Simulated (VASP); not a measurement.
Output of a VASP run:

### OSZICAR
```
       N       E                     dE             d eps       ncg     rms          rms(c)
DAV:   1     0.292114820647E+03    0.29211E+03   -0.21782E+04  6336   0.171E+03
DAV:   2    -0.713233471084E+02   -0.36344E+03   -0.35599E+03  6336   0.377E+02
DAV:   3    -0.991043242471E+02   -0.27781E+02   -0.27257E+02  7267   0.128E+02
DAV:   4    -0.100078338194E+03   -0.97401E+00   -0.96693E+00  7689   0.222E+01
DAV:   5    -0.100112901408E+03   -0.34563E-01   -0.34520E-01  7949   0.388E+00    0.282E+01
DAV:   6    -0.102074438985E+03   -0.19615E+01   -0.20534E+02  7631   0.197E+02    0.348E+01
DAV:   7    -0.863468631362E+02    0.15728E+02   -0.51730E+01  7528   0.115E+02    0.815E+00
DAV:   8    -0.868068215207E+02   -0.45996E+00   -0.97119E+00  9419   0.264E+01    0.529E+00
DAV:   9    -0.866230359091E+02    0.18379E+00   -0.10678E+00  8709   0.137E+01    0.100E+00
DAV:  10    -0.866770235295E+02   -0.53988E-01   -0.16312E-01  7407   0.305E+00    0.451E-01
DAV:  11    -0.866781400778E+02   -0.11165E-02   -0.55113E-02  7260   0.244E+00    0.365E-01
DAV:  12    -0.866864167360E+02   -0.82767E-02   -0.16059E-02  7138   0.150E+00    0.121E-01
DAV:  13    -0.866861034284E+02    0.31331E-03   -0.12674E-03  7561   0.438E-01    0.451E-02
DAV:  14    -0.866864295905E+02   -0.32616E-03   -0.61632E-04  6902   0.263E-01    0.339E-02
DAV:  15    -0.866864417831E+02   -0.12193E-04   -0.15952E-04  8051   0.176E-01    0.147E-02
DAV:  16    -0.866864531187E+02   -0.11336E-04   -0.22309E-05  7651   0.595E-02    0.671E-03
DAV:  17    -0.866864515636E+02    0.15551E-05   -0.67370E-06  7325   0.338E-02    0.317E-03
DAV:  18    -0.866864552732E+02   -0.37096E-05   -0.89733E-07  7155   0.107E-02    0.986E-04
DAV:  19    -0.866864552567E+02    0.16443E-07   -0.78146E-08  3509   0.248E-03
   1 F= -.86686455E+02 E0= -.86686455E+02  d E =0.000000E+00
       N       E                     dE             ncg
```

OUTCAR:
```
------------------------ aborting loop because EDIFF is reached ----------------------------------------
  FORCE on cell =-STRESS in cart. coord.  units (eV):
  Direction    XX          YY          ZZ          XY          YZ          ZX
  --------------------------------------------------------------------------------------
  Total       -0.3161036      0.3482585     -0.1260298      0.0000000      0.0000000      0.0000000
  in kB       -5.3301392      5.8723352     -2.1251151      0.0000000      0.0000000      0.0000000
  external PRESSURE =      -0.5276397 kB  Pullay stress =       0.0000000 kB
  volume of cell :       95.02
      direct lattice vectors                 reciprocal lattice vectors
     5.127243712  0.000000000  0.000000000     0.195036565  0.000000000  0.000000000
     0.000000000  3.325746261  0.000000000     0.000000000  0.300684394  0.000000000
     0.000000000  0.000000000  5.572222098     0.000000000  0.000000000  0.179461619
 POSITION                                       TOTAL-FORCE (eV/Angst)
 -----------------------------------------------------------------------------------
      2.60434      0.83144      3.83872        -0.009310      0.000000     -0.018163
      0.04072      0.83144      4.51961        -0.009310      0.000000      0.018163
      2.52290      2.49431      1.73350         0.009310     -0.000000      0.018163
      5.08653      2.49431      1.05261         0.009310      0.000000     -0.018163
      3.48305      0.83144      0.46025        -0.014369     -0.000000     -0.005061
      0.91943      0.83144      2.32586        -0.014369     -0.000000      0.005061
      1.64420      2.49431      5.11197         0.014369     -0.000000      0.005061
      4.20782      2.49431      3.24636         0.014369     -0.000000     -0.005061
 -----------------------------------------------------------------------------------
    total drift:                                0.000000      0.000000      0.000000
  FREE ENERGIE OF THE ION-ELECTRON SYSTEM (eV)
  ---------------------------------------------------
  free  energy   TOTEN  =       -86.6864552567 eV

  energy  without entropy=      -86.6864552567  energy(sigma->0) =      -86.68645526

 total charge

# of ion       s       p       d       tot
------------------------------------------
    1        0.524   0.695   8.463   9.682
    2        0.524   0.695   8.463   9.682
    3        0.524   0.695   8.463   9.682
    4        0.524   0.695   8.463   9.682
    5        0.753   0.880   0.000   1.634
    6        0.753   0.880   0.000   1.634
    7        0.753   0.880   0.000   1.634
    8        0.753   0.880   0.000   1.634
--------------------------------------------------
tot          5.107   6.302  33.852  45.261

 Electric field gradients after diagonalization (V/A^2)
 (convention: |V_zz| > |V_xx| > |V_yy|)
----------------------------------------------------------------------
 ion       V_xx      V_yy      V_zz     asymmetry (V_yy - V_xx)/ V_zz
----------------------------------------------------------------------
   1       5.572     4.847   -10.418       0.070
   2       5.572     4.847   -10.418       0.070
   3       5.572     4.847   -10.418       0.070
   4       5.572     4.847   -10.418       0.070
   5     -19.816    -0.291    20.106       0.971
   6     -19.816    -0.291    20.106       0.971
   7     -19.816    -0.291    20.106       0.971
   8     -19.816    -0.291    20.106       0.971
```
(Selected blocks of OUTCAR.)

**POSCAR**
```
SiNi
1
    5.1272437121    -0.0000000000     0.0000000000
    0.0000000000     3.3257462609     0.0000000000
    0.0000000000     0.0000000000     5.5722220984
Ni Si
4 4
Direct
  0.5079415822   0.2500000000   0.6889026984
  0.0079415822   0.2500000000   0.8110973016
  0.4920584178   0.7500000000   0.3110973016
  0.9920584178   0.7500000000   0.1889026984
  0.6793215751   0.2500000000   0.0825978978
  0.1793215751   0.2500000000   0.4174021022
  0.3206784249   0.7500000000   0.9174021022
  0.8206784249   0.7500000000   0.5825978978
```

Write an INCAR and KPOINTS that could have produced this output.

This is not unique; one that fits is the input of the run itself, r2SCAN meta-GGA, plane waves, VASP's PBE PAW potentials (set 64).

### KPOINTS
```
Automatic mesh
0
Gamma
7 10 6
0 0 0
```

**INCAR**
```
ALGO=Normal
EDIFF=1E-7
ENCUT=400
ISIF=2
ISMEAR=-5
LASPH=T
LCHARG=F
LEFG=T
LMAXMIX=4
LMIXTAU=T
LORBIT=11
LREAL=F
LWAVE=F
METAGGA=R2SCAN
NEDOS=601
NELM=100
PREC=Accurate
SYSTEM=SiNi
```

File KPOINTS_OPT:
```
k-points along high-symmetry lines
5
Line-mode
Reciprocal
  0.000000   0.000000   0.000000 ! GAMMA
  0.500000   0.000000   0.000000 ! X

  0.500000   0.000000   0.000000 ! X
  0.500000   0.500000   0.000000 ! S

  0.500000   0.500000   0.000000 ! S
  0.000000   0.500000   0.000000 ! Y

  0.000000   0.500000   0.000000 ! Y
  0.000000   0.000000   0.000000 ! GAMMA

  0.000000   0.000000   0.000000 ! GAMMA
  0.000000   0.000000   0.500000 ! Z

  0.000000   0.000000   0.500000 ! Z
  0.500000   0.000000   0.500000 ! U

  0.500000   0.000000   0.500000 ! U
  0.500000   0.500000   0.500000 ! R

  0.500000   0.500000   0.500000 ! R
  0.000000   0.500000   0.500000 ! T

  0.000000   0.500000   0.500000 ! T
  0.000000   0.000000   0.500000 ! Z

  0.500000   0.000000   0.000000 ! X
  0.500000   0.000000   0.500000 ! U

  0.000000   0.500000   0.000000 ! Y
  0.000000   0.500000   0.500000 ! T

  0.500000   0.500000   0.000000 ! S
  0.500000   0.500000   0.500000 ! R
```

POTCAR, in this order: Ni Si (PBE.64 set). Program: vasp_std.

For a metal the tetrahedron method with Blöchl corrections gives inexact stress and forces.

The structure was generated: SiNi was put into the MnP type (Pnma), a phase also known from measurement. It was relaxed first, which changed the volume by -7 %. The run is not spin-polarised, so no magnetic state was tried.
